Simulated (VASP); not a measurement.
An input for Ansatz (written as the equivalent of a VASP run, and not itself run):

Ansatz 0.2 input:
```yaml
crystal:
  lattice:
    - [3.8165309, 0.0000000, 0.0000000]
    - [-1.9082655, 3.3052128, 0.0000000]
    - [0.0000000, 0.0000000, 6.3789733]
  atoms:
    - { symbol: Cd, position: [0.0000000, 0.0000000, 0.0000000] }
    - { symbol: Cd, position: [0.0000000, 0.0000000, 0.5000000] }
    - { symbol: S, position: [0.3333330, 0.6666670, 0.2500000] }
    - { symbol: S, position: [0.6666670, 0.3333330, 0.7500000] }
kpoints:
  mp_grid: { grid: [7, 7, 4] }
hamiltonian:
  xc: pbesol
  pseudopotentials: { kind: paw }
scf:
  occupations: { method: gaussian, width: 0.05 }
  max_iter: 100
relax:
  max_steps: 40
  f_tol: 0.02
  cell: {}
output: { forces: true, stress: true, eigenvalues: true }
```

Problem. Translate this input to VASP (INCAR, KPOINTS, POSCAR, choice of POTCAR).

Solution. One answer among several that fit: 
**KPOINTS**
```
Regular mesh
0
gamma
  7 7 4
0 0 0
```

INCAR:
```
LREAL  =  .False.   ! projection in real space or not
EDIFFG  =  -0.02   ! ionic stop
SYSTEM  =  CdS
ISMEAR  =  0   ! Gaussian
LMAXMIX  =  4   ! l cut-off of mixed one-centre charges
LASPH  =  .True.   ! aspherical one-centre terms
GGA  =  PS
IBRION  =  2   ! conjugate gradients
LCHARG  =  .False.
NELM  =  100
LWAVE  =  .False.
ISIF  =  3
ENCUT  =  500   ! plane-wave cut-off (eV)
NSW  =  40   ! most ionic steps
EDIFF  =  1E-6   ! SCF stop (eV)
PREC  =  Accurate
SIGMA  =  0.05   ! width (eV)
ALGO  =  Normal
```

**POSCAR**
```
CdS
1
    3.8165309110     0.0000000000     0.0000000000
   -1.9082654555     3.3052128478     0.0000000000
    0.0000000000     0.0000000000     6.3789732761
Cd S
2 2
Direct
  0.0000000000   0.0000000000   0.0000000000
  0.0000000000   0.0000000000   0.5000000000
  0.3333330000   0.6666670000   0.2500000000
  0.6666670000   0.3333330000   0.7500000000
```

POTCAR, in this order: Cd S (PBE.64 set). Program: vasp_std.

The two are equivalent in intent, not identical: each code has its own PAW files, so the cut-off isn't converted (ENCUT is set for VASP's; basis.ecutwfc is left out, and Ansatz then takes the one that its files recommend); Ansatz stops its SCF on the density residual and VASP on the energy change (EDIFF).

The structure was generated: CdS was put into the NiAs type type (P6_3/mmc), which need not be its known phase. It was relaxed first, which changed the volume by +7 %.
